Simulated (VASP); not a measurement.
# A VASP study of CdS (Greenockite) (PBE): structure first, properties next, part 3 of 5

Aim: relax CdS (Greenockite), then compute properties on the relaxed cell. The start is a cell from a database of measured crystal structures.

VASP 6.6.1; PBE; plane waves and PAW (Cd, S).

So far, gap on the k-mesh (eV): step 3 (relaxing cell and atoms (PBE)) 1.12; step 4 (second relaxation) 1.11; step 5 (density, ELF and potential (PBE)) 1.11. The relaxed cell has a = 4.193, c = 6.831 Å (conventional setting).

## Step 6: Band structure (PBE)

The mesh alone shows little of the dispersion and can miss band extrema, so KPOINTS_OPT adds a path through the symmetry points after the self-consistent cycle.

Contents of INCAR:

```
SYSTEM = CdS
PREC = Accurate
ENCUT = 400
EDIFF = 1E-06
NELM = 100
ISMEAR = 0
SIGMA = 0.05
LREAL = .FALSE.
ALGO = Normal
GGA = PE
NBANDS = 32
LORBIT = 11
LWAVE = .FALSE.
LCHARG = .FALSE.
KPAR = 4
```

Contents of POSCAR:

```
CdS
1.0
    4.1925876750      0.0000000000      0.0000000000
   -2.0962938375      3.6308874342      0.0000000000
    0.0000000000      0.0000000000      6.8310000015
Cd S
2 2
Direct
    0.6666666667      0.3333333333      0.9994667924
    0.3333333333      0.6666666667      0.4994667924
    0.6666666667      0.3333333333      0.3755332076
    0.3333333333      0.6666666667      0.8755332076
```

Contents of KPOINTS:

```
Automatic mesh
0
Gamma
6 6 4
0 0 0
```

Contents of KPOINTS_OPT:

```
Line mode
16
Line-mode
Reciprocal
  0.00000000   0.00000000   0.00000000 GAMMA
  0.50000000   0.00000000   0.00000000 M

  0.50000000   0.00000000   0.00000000 M
  0.33333333   0.33333333   0.00000000 K

  0.33333333   0.33333333   0.00000000 K
  0.00000000   0.00000000   0.00000000 GAMMA

  0.00000000   0.00000000   0.00000000 GAMMA
  0.00000000   0.00000000   0.50000000 A

  0.00000000   0.00000000   0.50000000 A
  0.50000000   0.00000000   0.50000000 L

  0.50000000   0.00000000   0.50000000 L
  0.33333333   0.33333333   0.50000000 H

  0.33333333   0.33333333   0.50000000 H
  0.00000000   0.00000000   0.50000000 A

  0.50000000   0.00000000   0.50000000 L
  0.50000000   0.00000000   0.00000000 M

  0.33333333   0.33333333   0.00000000 K
  0.33333333   0.33333333   0.50000000 H
```

Potentials, in the order of the species: Cd and S (PBE family, release 64).

The run is started by

```bash
> mpirun -np 4 vasp_std
```

What it wrote:

```text
[... set-up lines as in an earlier step ...]
 entering main loop
       N       E                     dE             d eps       ncg     rms          rms(c)
DAV:   1     0.215508967428E+03    0.21551E+03   -0.14754E+04  1352   0.835E+02
DAV:   2    -0.218614158770E+01   -0.21770E+03   -0.20777E+03  1544   0.248E+02
DAV:   3    -0.133039451706E+02   -0.11118E+02   -0.11057E+02  1656   0.575E+01
DAV:   4    -0.133953124553E+02   -0.91367E-01   -0.91348E-01  1504   0.514E+00
DAV:   5    -0.133966827512E+02   -0.13703E-02   -0.13703E-02  1648   0.603E-01    0.104E+01
DAV:   6    -0.123165210482E+02    0.10802E+01   -0.14415E+00  1824   0.112E+01    0.848E+00
DAV:   7    -0.122920235418E+02    0.24498E-01   -0.56154E-01  1632   0.346E+00    0.389E+00
DAV:   8    -0.122910027830E+02    0.10208E-02   -0.50373E-02  1568   0.189E+00    0.463E-01
DAV:   9    -0.122903724064E+02    0.63038E-03   -0.73705E-03  1528   0.919E-01    0.106E-01
DAV:  10    -0.122906154044E+02   -0.24300E-03   -0.77684E-04  1552   0.236E-01    0.989E-02
DAV:  11    -0.122908401938E+02   -0.22479E-03   -0.47671E-04  1496   0.117E-01    0.456E-02
DAV:  12    -0.122907996381E+02    0.40556E-04   -0.93166E-05  1632   0.877E-02    0.183E-02
DAV:  13    -0.122908034565E+02   -0.38184E-05   -0.22426E-05  1512   0.193E-02    0.262E-02
DAV:  14    -0.122908026576E+02    0.79896E-06   -0.83852E-07  1216   0.777E-03
   1 F= -.12290803E+02 E0= -.12290803E+02  d E =-.451299E-13
 Start KPOINTS_OPT (optional k-point list driver)
k-point batch [1-21\144]
       N       E                     dE             ncg
DAV:   1     0.922999616275E+03   -0.10988E+05     1360
DAV:   2    -0.355252956112E+04   -0.44755E+04     1536
DAV:   3    -0.376329337587E+04   -0.21076E+03     1648
DAV:   4    -0.376494579863E+04   -0.16524E+01     1536
DAV:   5    -0.376497006289E+04   -0.24264E-01     1712
DAV:   6    -0.376497056307E+04   -0.50018E-03     1552
DAV:   7    -0.376497057573E+04   -0.12659E-04     1712
DAV:   8    -0.376497057603E+04   -0.29534E-06     1048
[...]
k-point batch [127-144\144]
       N       E                     dE             ncg
DAV:   1     0.344187360549E+04   -0.17679E+05     1168
DAV:   2    -0.312099207726E+03   -0.37540E+04     1312
DAV:   3    -0.487043688084E+03   -0.17494E+03     1408
DAV:   4    -0.488401122877E+03   -0.13574E+01     1344
DAV:   5    -0.488421401263E+03   -0.20278E-01     1424
DAV:   6    -0.488421819366E+03   -0.41810E-03     1344
DAV:   7    -0.488421829087E+03   -0.97209E-05     1440
DAV:   8    -0.488421829287E+03   -0.20014E-06     1064
```

Run time: 80 s. Hardware: 4 MPI ranks of AMD EPYC 7R43, shared host; peak memory 0.77 GiB; 5.3 min of CPU time.

Parts of OUTCAR (step 6):

```text
   k-points           NKPTS =     21   k-points in BZ     NKDIM =     21   number of bands    NBANDS=     32

   NELECT =      36.0000    total number of electrons

 E-fermi :   1.1676

 k-point     1 :       0.0000    0.0000    0.0000
  band No.  band energies     occupation
    ...
     14       0.2320      2.00000
     15       0.2320      2.00000
     16       0.8850      2.00000
     17       0.9284      2.00000
     18       0.9284      2.00000
     19       2.0394      0.00000
     20       3.6727      0.00000
     21       7.4115      0.00000
     22       7.4115      0.00000
     23       7.6943      0.00000
    ...

  Total       -0.0069191     -0.0069191     -0.0242610      0.0000000      0.0000000      0.0000000
  in kB       -0.1066064     -0.1066064     -0.3738012      0.0000000      0.0000000      0.0000000
  external PRESSURE =      -0.1956713 kB  Pullay stress =       0.0000000 kB

 POSITION                                       TOTAL-FORCE (eV/Angst)
 -----------------------------------------------------------------------------------
      2.09629      1.21030      6.82736        -0.000000      0.000000     -0.005426
     -0.00000      2.42059      3.41186         0.000000     -0.000000     -0.005426
      2.09629      1.21030      2.56527         0.000000      0.000000      0.005426
     -0.00000      2.42059      5.98077        -0.000000      0.000000      0.005426
 -----------------------------------------------------------------------------------
    total drift:                               -0.000000     -0.000001     -0.000548

  FREE ENERGIE OF THE ION-ELECTRON SYSTEM (eV)
  ---------------------------------------------------
  free  energy   TOTEN  =       -12.2908026576 eV

  energy  without entropy=      -12.2908026576  energy(sigma->0) =      -12.29080266

[... 9 parts as in an earlier step ...]

[... 7 further parts left out ...]
```

Spin-orbit coupling is off here; it would split degenerate levels.

Numbers from this step:

```
bands                             : 32
Fermi energy                      : 1.168 eV
pressure                          : -0.01957 GPa
least gap on mesh and path        : 1.111 eV
least direct gap on mesh and path : 1.111 eV
```

Electronic bands along the path, in eV, zero at the valence-band top; v1 is the highest filled band, c1 the lowest empty one:

| point | v4 | v3 | v2 | v1 | c1 | c2 | c3 | c4 |
| --- | --- | --- | --- | --- | --- | --- | --- | --- |
| Γ | -0.70 | -0.04 | 0.00 | 0.00 | 1.11 | 2.74 | 6.48 | 6.48 |
| 0.53 of the way | -2.00 | -1.31 | -0.51 | -0.39 | 2.98 | 3.98 | 5.46 | 6.31 |
| M | -2.46 | -1.73 | -1.20 | -0.69 | 3.62 | 3.88 | 5.11 | 6.25 |
| 0.53 of the way | -2.52 | -2.02 | -1.35 | -1.17 | 4.26 | 4.70 | 4.96 | 6.36 |
| K | -2.87 | -1.72 | -1.72 | -1.52 | 4.73 | 4.94 | 4.94 | 7.10 |
| 0.53 of the way | -2.15 | -1.43 | -0.55 | -0.50 | 3.12 | 4.32 | 5.57 | 5.95 |
| Γ | -0.70 | -0.04 | 0.00 | 0.00 | 1.11 | 2.74 | 6.48 | 6.48 |
| 0.47 of the way | -0.61 | -0.61 | -0.10 | -0.10 | 1.92 | 2.80 | 6.33 | 6.54 |
| A | -0.36 | -0.36 | -0.36 | -0.36 | 2.76 | 2.76 | 6.13 | 6.13 |
| 0.47 of the way | -1.21 | -1.21 | -0.78 | -0.78 | 3.71 | 3.71 | 5.39 | 5.39 |
| L | -1.24 | -1.24 | -1.24 | -1.24 | 3.45 | 3.45 | 5.35 | 5.35 |
| 0.53 of the way | -1.87 | -1.87 | -1.08 | -1.08 | 3.99 | 3.99 | 5.72 | 5.72 |
| H | -2.25 | -2.25 | -1.04 | -1.04 | 4.30 | 4.30 | 6.10 | 6.10 |
| 0.47 of the way | -1.31 | -1.31 | -1.14 | -1.14 | 4.07 | 4.07 | 5.44 | 5.44 |
| A | -0.36 | -0.36 | -0.36 | -0.36 | 2.76 | 2.76 | 6.13 | 6.13 |
| jump to L | -1.24 | -1.24 | -1.24 | -1.24 | 3.45 | 3.45 | 5.35 | 5.35 |
| 0.47 of the way | -1.95 | -1.57 | -1.02 | -0.88 | 3.26 | 3.88 | 5.50 | 5.54 |
| M | -2.46 | -1.73 | -1.20 | -0.69 | 3.62 | 3.88 | 5.11 | 6.25 |
| jump to K | -2.87 | -1.72 | -1.72 | -1.52 | 4.73 | 4.94 | 4.94 | 7.10 |
| 0.53 of the way | -2.67 | -1.78 | -1.33 | -1.33 | 4.62 | 4.62 | 5.20 | 6.65 |
| H | -2.25 | -2.25 | -1.04 | -1.04 | 4.30 | 4.30 | 6.10 | 6.10 |

Of the projections kept (Cd, S), the largest for each band there; the rest of the weight can lie on other orbitals:

| point | v4 | v3 | v2 | v1 | c1 | c2 | c3 | c4 |
| --- | --- | --- | --- | --- | --- | --- | --- | --- |
| Γ | S 0.79 | S 0.81 | S 0.80 | S 0.80 | Cd 0.57 | Cd 0.71 | Cd 1.00 | Cd 1.00 |
| M | S 0.73 | S 0.80 | S 0.75 | S 0.79 | Cd 0.56 | Cd 0.78 | Cd 0.55 | S 0.61 |
| K | S 0.77 | S 0.75 | S 0.75 | S 0.75 | Cd 0.84 | S 0.52 | S 0.52 | S 0.74 |
| Γ | S 0.79 | S 0.81 | S 0.80 | S 0.80 | Cd 0.57 | Cd 0.71 | Cd 1.00 | Cd 1.00 |
| A | S 0.79 | S 0.79 | S 0.79 | S 0.79 | Cd 0.53 | Cd 0.53 | Cd 0.52 | Cd 0.52 |
| L | S 0.79 | S 0.79 | S 0.77 | S 0.77 | Cd 0.70 | Cd 0.70 | Cd 0.71 | Cd 0.71 |

The path finds the gap of the mesh within 0.02 eV, so the mesh comes close to both band edges.

## Step 7: Total and projected DOS (PBE)

Here the states are counted by energy and projected on the atoms. The mesh is finer than in the run before.

INCAR, as its differences from that of step 6:

```diff
@@ -5,3 +5,3 @@
 NELM = 100
-ISMEAR = 0
+ISMEAR = -5
 SIGMA = 0.05
@@ -15 +15,2 @@
 KPAR = 4
+NEDOS = 2001
```

POSCAR is that of step 6.

Contents of KPOINTS:

```
Automatic mesh
0
Gamma
9 9 5
0 0 0
```

The run is started by

```bash
> mpirun -np 4 vasp_std
```

What it wrote:

```text
[... set-up lines as in an earlier step ...]
 entering main loop
       N       E                     dE             d eps       ncg     rms          rms(c)
DAV:   1     0.213048112322E+03    0.21305E+03   -0.14876E+04  2336   0.838E+02
DAV:   2    -0.263879634473E+01   -0.21569E+03   -0.20637E+03  2608   0.249E+02
DAV:   3    -0.133082249198E+02   -0.10669E+02   -0.10610E+02  2864   0.566E+01
DAV:   4    -0.133961392736E+02   -0.87914E-01   -0.87897E-01  2560   0.498E+00
DAV:   5    -0.133974629406E+02   -0.13237E-02   -0.13236E-02  2880   0.590E-01    0.104E+01
DAV:   6    -0.123185847792E+02    0.10789E+01   -0.14482E+00  3144   0.112E+01    0.848E+00
DAV:   7    -0.122942496962E+02    0.24335E-01   -0.55929E-01  2856   0.346E+00    0.389E+00
DAV:   8    -0.122932084649E+02    0.10412E-02   -0.50377E-02  2640   0.189E+00    0.462E-01
DAV:   9    -0.122925723494E+02    0.63612E-03   -0.73577E-03  2720   0.918E-01    0.105E-01
DAV:  10    -0.122928131383E+02   -0.24079E-03   -0.77696E-04  2736   0.235E-01    0.988E-02
DAV:  11    -0.122930387428E+02   -0.22560E-03   -0.47476E-04  2608   0.117E-01    0.454E-02
DAV:  12    -0.122929975816E+02    0.41161E-04   -0.94439E-05  2792   0.881E-02    0.182E-02
DAV:  13    -0.122930013906E+02   -0.38090E-05   -0.22470E-05  2688   0.193E-02    0.262E-02
DAV:  14    -0.122930006078E+02    0.78281E-06   -0.83444E-07  2128   0.784E-03
   1 F= -.12293001E+02 E0= -.12293001E+02  d E =0.000000E+00
```

Elapsed: 34 s, on 4 MPI ranks; peak memory 0.75 GiB.

OUTCAR, selected parts (step 7):

```text
   k-points           NKPTS =     36   k-points in BZ     NKDIM =     36   number of bands    NBANDS=     32

   NELECT =      36.0000    total number of electrons

 E-fermi :   0.9282

 k-point     1 :       0.0000    0.0000    0.0000
  band No.  band energies     occupation
    ...
     14       0.2307      2.00000
     15       0.2307      2.00000
     16       0.8839      2.00000
     17       0.9270      2.00000
     18       0.9270      2.00000
     19       2.0388      0.00000
     20       3.6723      0.00000
     21       7.4111      0.00000
     22       7.4111      0.00000
     23       7.6939      0.00000
    ...

  Total       -0.0126279     -0.0126279     -0.0201033      0.0000000      0.0000000     -0.0000000
  in kB       -0.1945645     -0.1945645     -0.3097405      0.0000000      0.0000000     -0.0000000
  external PRESSURE =      -0.2329565 kB  Pullay stress =       0.0000000 kB

 POSITION                                       TOTAL-FORCE (eV/Angst)
 -----------------------------------------------------------------------------------
      2.09629      1.21030      6.82736        -0.000000     -0.000000     -0.006321
     -0.00000      2.42059      3.41186         0.000000      0.000000     -0.006321
      2.09629      1.21030      2.56527         0.000000     -0.000000      0.006321
     -0.00000      2.42059      5.98077        -0.000000     -0.000000      0.006321
 -----------------------------------------------------------------------------------
    total drift:                               -0.000000     -0.000001     -0.000551

  FREE ENERGIE OF THE ION-ELECTRON SYSTEM (eV)
  ---------------------------------------------------
  free  energy   TOTEN  =       -12.2930006078 eV

  energy  without entropy=      -12.2930006078  energy(sigma->0) =      -12.29300061

[... 7 parts as in an earlier step ...]

[... 9 further parts left out ...]
```

This step gave:

```yaml
irreducible_k_points: 36
fermi_energy: 0.9282 eV
pressure: -0.02330 GPa
gap_on_the_k_mesh: 1.112 eV
least_direct_gap_on_the_k_mesh: 1.112 eV
```

The density of states has structure finer than the step of the table below, so its rows give means over 0.5 eV, whole bins alone (the curve runs from -12.0 to 6.97 eV). Peaks (eV: height): total -11.68: 17.1, -7.42: 47.0, -7.13: 54.3, -0.96: 7.70; S p -7.42: 1.17, -3.75: 1.90, -1.77: 1.71, -0.96: 3.46; Cd s -11.75: 0.188, -3.75: 1.40, 4.03: 0.804, 5.57: 0.400; Cd d -7.42: 42.0, -7.13: 51.3; Cd p -11.61: 0.248, -0.96: 0.423, 5.43: 0.536, 6.82: 1.05.

States under -12.0 eV and over 7.0 eV are left out. The density of states by energy, zero at the valence-band top; means over each step; values in states/eV/cell:

| energy (eV) | total | S p | Cd s | Cd d | Cd p | S s |
| --- | --- | --- | --- | --- | --- | --- |
| -11.5 | 5.52 | 2.6e-4 | 0.0466 | 0.377 | 0.0763 | 3.34 |
| -11.0 | 0 | 0 | 0 | 0 | 0 | 0 |
| -10.5 | 0 | 0 | 0 | 0 | 0 | 0 |
| -10.0 | 0 | 0 | 0 | 0 | 0 | 0 |
| -9.5 | 0 | 0 | 0 | 0 | 0 | 0 |
| -9.0 | 0 | 0 | 0 | 0 | 0 | 0 |
| -8.5 | 0 | 0 | 0 | 0 | 0 | 0 |
| -8.0 | 0 | 0 | 0 | 0 | 0 | 0 |
| -7.5 | 18.8 | 0.422 | 0.0216 | 16.9 | 0.0143 | 0.0115 |
| -7.0 | 18.7 | 0.0775 | 0.0410 | 17.3 | 0.00958 | 0.156 |
| -6.5 | 2.47 | 0.00717 | 0.00709 | 2.17 | 0.00749 | 0.136 |
| -6.0 | 0 | 0 | 0 | 0 | 0 | 0 |
| -5.5 | 0 | 0 | 0 | 0 | 0 | 0 |
| -5.0 | 0 | 0 | 0 | 0 | 0 | 0 |
| -4.5 | 0 | 0 | 0 | 0 | 0 | 0 |
| -4.0 | 1.77 | 0.479 | 0.347 | 0.0498 | 0.0225 | 0.00833 |
| -3.5 | 3.50 | 0.948 | 0.643 | 0.159 | 0.0507 | 0.0546 |
| -3.0 | 1.37 | 0.375 | 0.200 | 0.0996 | 0.0298 | 0.0464 |
| -2.5 | 1.64 | 0.538 | 0.0923 | 0.0882 | 0.0906 | 0.0277 |
| -2.0 | 3.02 | 1.10 | 0.0911 | 0.165 | 0.187 | 0.0299 |
| -1.5 | 4.05 | 1.64 | 0.0540 | 0.233 | 0.254 | 0.0175 |
| -1.0 | 5.71 | 2.53 | 0.0314 | 0.397 | 0.314 | 0.0122 |
| -0.5 | 2.57 | 1.22 | 0.00506 | 0.218 | 0.110 | 0.00225 |
| 0.0 | 0.344 | 0.173 | 1.0e-4 | 0.0341 | 0.00989 | 5.5e-5 |
| 0.5 | 0 | 0 | 0 | 0 | 0 | 0 |
| 1.0 | 2.6e-4 | 2.9e-5 | 6.7e-5 | 0 | 0 | 4.0e-5 |
| 1.5 | 0.0208 | 0.00239 | 0.00473 | 0 | 1.4e-4 | 0.00343 |
| 2.0 | 0.108 | 0.0172 | 0.0224 | 0.00105 | 0.00162 | 0.0157 |
| 2.5 | 0.253 | 0.0446 | 0.0503 | 0.00194 | 0.00566 | 0.0324 |
| 3.0 | 0.718 | 0.114 | 0.150 | 0.00414 | 0.0240 | 0.0756 |
| 3.5 | 2.24 | 0.292 | 0.468 | 0.0228 | 0.101 | 0.178 |
| 4.0 | 2.88 | 0.395 | 0.643 | 0.0452 | 0.128 | 0.140 |
| 4.5 | 1.54 | 0.259 | 0.356 | 0.0280 | 0.0547 | 0.0437 |
| 5.0 | 0.671 | 0.103 | 0.0804 | 0.0223 | 0.0403 | 0.00519 |
| 5.5 | 4.39 | 0.543 | 0.308 | 0.142 | 0.414 | 0.0474 |
| 6.0 | 2.60 | 0.327 | 0.146 | 0.0754 | 0.285 | 0.0345 |
| 6.5 | 1.30 | 0.130 | 0.0267 | 0.0336 | 0.188 | 0.0136 |

The gap on this mesh is 1.11 eV. In the top eV of the valence band the largest shares in the PAW spheres are S p 47 % and Cd d 8 %; in the lowest eV of the conduction band, Cd s 21 %, S s 15 % and S p 14 %. The rest lies in smaller channels or between the spheres.

(Part 3 of 5 ends here.)

[Lines on the potential files, build, host, timing and source positions are cut from VASP's logs without a mark.]

[Logs are printed without paths, hosts, clocks, repeated set-up lines and the standing remarks that a program may print on its own settings, such as how far it seeks lower states.]

[Hosts, paths, dates, database ids (printed as entryN), source tags and the programs' standing remarks are cut or masked in the printed files.]

[A measured line is paired with the nearest computed mode of its activity, which favours agreement.]
